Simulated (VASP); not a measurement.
Level of theory: PBEsol GGA, VASP's PBE PAW potentials (set 64) (plane waves; VASP).

Input for VASP

POSCAR:
```
CrB
2.262350
  0.0000000000   0.9999997957   0.9999997957
  0.9999997957   0.0000000000   0.9999997957
  0.9999997957   0.9999997957   0.0000000000
Cr B
1 1
Cartesian
  0.0000000000   0.0000000000   0.0000000000
  0.4999998979   0.4999998979   0.4999998979
```

KPOINTS:
```
k-points along high-symmetry lines
15
Line-mode
Reciprocal
  0.000000   0.000000   0.000000 ! GAMMA
 -0.500000  -0.500000   0.000000 ! X

 -0.500000  -0.500000   0.000000 ! X
 -0.375000  -0.375000   0.250000 ! U

 -0.375000   0.000000   0.375000 ! K
  0.000000   0.000000   0.000000 ! GAMMA

  0.000000   0.000000   0.000000 ! GAMMA
  0.000000   0.000000   0.500000 ! L

  0.000000   0.000000   0.500000 ! L
 -0.500000  -0.250000   0.250000 ! W

 -0.500000  -0.250000   0.250000 ! W
 -0.500000  -0.500000   0.000000 ! X
```

INCAR:
```
LORBIT  =  11   ! lm-projected
LREAL  =  .FALSE.   ! projection in real space or not
MAGMOM  =  -0.8 0.0
SYSTEM  =  CrB
NELM  =  100
EDIFF  =  1E-7   ! SCF stop (eV)
LCHARG  =  .FALSE.
SIGMA  =  0.05   ! width (eV)
ALGO  =  Normal   ! blocked Davidson
ICHARG  =  11
PREC  =  Accurate
ISMEAR  =  0   ! Gaussian
ISPIN  =  2
LMAXMIX  =  4   ! l cut-off of mixed one-centre charges
GGA  =  PS
LWAVE  =  .FALSE.
LASPH  =  .TRUE.
ENCUT  =  520   ! plane-wave cut-off (eV)
```

POTCAR, in this order: Cr_pv B (PBE.64 set). Program: vasp_std. Read from the step before: CHGCAR.

What VASP printed:

**OSZICAR**
```
       N       E                     dE             d eps       ncg     rms          rms(c)
DAV:   1     0.100553719667E+03    0.10055E+03   -0.86383E+03  3976   0.140E+03
DAV:   2    -0.109328285068E+02   -0.11149E+03   -0.10679E+03  4002   0.346E+02
DAV:   3    -0.146146222698E+02   -0.36818E+01   -0.34367E+01  5107   0.671E+01
DAV:   4    -0.146913287786E+02   -0.76707E-01   -0.76072E-01  4994   0.832E+00
DAV:   5    -0.146933540203E+02   -0.20252E-02   -0.20245E-02  5450   0.107E+00
DAV:   6    -0.146934167088E+02   -0.62689E-04   -0.62687E-04  5241   0.125E-01
DAV:   7    -0.146934170820E+02   -0.37317E-06   -0.37366E-06  4857   0.114E-02
DAV:   8    -0.146934170894E+02   -0.74058E-08   -0.65068E-08  3133   0.147E-03
   1 F= -.14693417E+02 E0= -.14691580E+02  d E =-.367444E-02  mag=    -0.9320
```

OUTCAR:
```



 magnetization (x)

# of ion       s       p       d       tot
------------------------------------------
    1       -0.004  -0.018  -0.867  -0.889
    2        0.011  -0.013   0.000  -0.002
--------------------------------------------------
tot          0.007  -0.031  -0.867  -0.891
```
(Selected blocks of OUTCAR.)

File OUTCAR:
```
 val. band max:        5.9362422435   @ k =  -0.5000  -0.4643   0.0357

 cond. band min:       5.9411147474   @ k =  -0.2500  -0.1250   0.3750



 spin component 1

 k-point     1 :       0.0000    0.0000    0.0000
  band No.  band energies     occupation
      1     -36.1294      1.00000
      2     -36.1294      1.00000
      3     -36.1294      1.00000
      4      -3.2358      1.00000
      5       3.8067      1.00000
      6       3.8067      1.00000
      7       3.8067      1.00000
      8       6.8525      0.00000
      9       6.8525      0.00000
     10      14.2894      0.00000
     11      14.9337      0.00000

 k-point     2 :      -0.0357   -0.0357    0.0000
  band No.  band energies     occupation
      1     -36.1307      1.00000
      2     -36.1299      1.00000
      3     -36.1299      1.00000
      4      -3.2011      1.00000
      5       3.7860      1.00000
      6       3.8212      1.00000
      7       3.8212      1.00000
      8       6.8289      0.00000
      9       6.8604      0.00000
     10      14.2893      0.00000
     11      14.8552      0.00000

 k-point     3 :      -0.0714   -0.0714    0.0000
  band No.  band energies     occupation
      1     -36.1346      1.00000
      2     -36.1315      1.00000
      3     -36.1315      1.00000
      4      -3.0976      1.00000
      5       3.7254      1.00000
      6       3.8646      1.00000
      7       3.8646      1.00000
      8       6.7594      0.00000
      9       6.8839      0.00000
     10      14.2896      0.00000
     11      14.6228      0.00000

 k-point     4 :      -0.1071   -0.1071    0.0000
  band No.  band energies     occupation
      1     -36.1407      1.00000
      2     -36.1341      1.00000
      3     -36.1341      1.00000
      4      -2.9270      1.00000
      5       3.6291      1.00000
      6       3.9374      1.00000
      7       3.9374      1.00000
      8       6.6486      0.00000
...
```

The density is held fixed in this step, so its total energy and stress have no physical meaning.

The structure was generated: CrB was put into the zinc blende type (F-43m), which need not be its known phase. It was relaxed first, which changed the volume by -32 %.
